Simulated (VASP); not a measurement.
Energy against volume of AlN (zinc blende). These are r2SCAN meta-GGA, VASP's PBE PAW potentials (set 64) (plane waves; VASP) values and carry that method's errors. Run with 520 eV cut-off, 10×10×10 Γ-centred mesh, Gaussian smearing of 0.050 eV, potentials Al N.

```csv
V (Å³/atom),E (eV/atom)
9.790,-9.56190
10.102,-9.58310
10.415,-9.58986
10.727,-9.58413
```

Problem. Fit these four points and predict the energy of the run at 11.040 Å³/atom.

Solution. A cubic in V^(−2/3), the third-order Birch-Murnaghan form, passes through the four points with V0 = 10.42 Å³/atom and B0 = 213 GPa, and gives -9.5676 eV/atom there. The run gave -9.5676 eV/atom, -0.0 meV/atom from the fit; all five points give B0 = 212 GPa.

The compound is AlN in the zinc blende structure, a metastable form; wurtzite is the usual one. It was relaxed first.
